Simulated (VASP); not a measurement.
A convergence study with VASP on LaB₆ (space group no. 221 when undisturbed): a few settings are varied, all else stays as given below, so the limit is that of these other settings. One atom is moved off its site, so that forces are finite.

```
CELL_PARAMETERS angstrom
      4.14752     0.00000     0.00000
      0.00000     4.14752     0.00000
      0.00000     0.00000     4.14752
ATOMIC_POSITIONS crystal
  La 0.00000 0.00000 0.01205
  B  0.80100 0.50000 0.50000
  B  0.50000 0.19900 0.50000
  B  0.50000 0.80100 0.50000
  B  0.19900 0.50000 0.50000
  B  0.50000 0.50000 0.80100
  B  0.50000 0.50000 0.19900
```

Computed with PBE GGA, VASP's PBE PAW potentials (set 64) (plane waves; VASP). The last row used: 400 eV cut-off, 11×11×11 Γ-centred mesh shifted by (0.5, 0.5, 0.5), Fermi-Dirac smearing of 0.10 eV, potentials La B.

```json
[
 {"setting": "2×2×2 mesh", "E (eV/atom)": "-6.9106", "pressure (GPa)": "4.63", "largest force (eV/Å)": "0.452", "irreducible k-points": "1"},
 {"setting": "3×3×3 mesh", "E (eV/atom)": "-6.9995", "pressure (GPa)": "0.81", "largest force (eV/Å)": "0.284", "irreducible k-points": "6"},
 {"setting": "4×4×4 mesh", "E (eV/atom)": "-7.0028", "pressure (GPa)": "1.02", "largest force (eV/Å)": "0.269", "irreducible k-points": "6"},
 {"setting": "5×5×5 mesh", "E (eV/atom)": "(withheld)", "pressure (GPa)": "(withheld)", "largest force (eV/Å)": "0.278", "irreducible k-points": "18"},
 {"setting": "6×6×6 mesh", "E (eV/atom)": "-7.0060", "pressure (GPa)": "0.85", "largest force (eV/Å)": "0.278", "irreducible k-points": "18"},
 {"setting": "7×7×7 mesh", "E (eV/atom)": "-7.0038", "pressure (GPa)": "0.88", "largest force (eV/Å)": "0.275", "irreducible k-points": "40"},
 {"setting": "8×8×8 mesh", "E (eV/atom)": "-7.0033", "pressure (GPa)": "0.90", "largest force (eV/Å)": "0.275", "irreducible k-points": "40"},
 {"setting": "9×9×9 mesh", "E (eV/atom)": "(withheld)", "pressure (GPa)": "(withheld)", "largest force (eV/Å)": "0.276", "irreducible k-points": "75"},
 {"setting": "10×10×10 mesh", "E (eV/atom)": "-7.0048", "pressure (GPa)": "0.86", "largest force (eV/Å)": "0.276", "irreducible k-points": "75"},
 {"setting": "11×11×11 mesh", "E (eV/atom)": "-7.0044", "pressure (GPa)": "0.88", "largest force (eV/Å)": "0.275", "irreducible k-points": "126"}
]
```

### Question
Complete the blanks.

### Answer

- 9×9×9 mesh, E (eV/atom): -7.0045
- 9×9×9 mesh, pressure (GPa): 0.87
- 5×5×5 mesh, E (eV/atom): -6.9981
- 5×5×5 mesh, pressure (GPa): 1.00

Left out are rungs that failed or repeat a setting and relaxations that didn't move; long series are thinned to 24 rows.

The structure is a typed LaB6 crystal (space group no. 221). The cell was not relaxed at this level, it is distorted from the ideal structure. The electron count is odd and the run is not spin-polarised, which forces a metal.
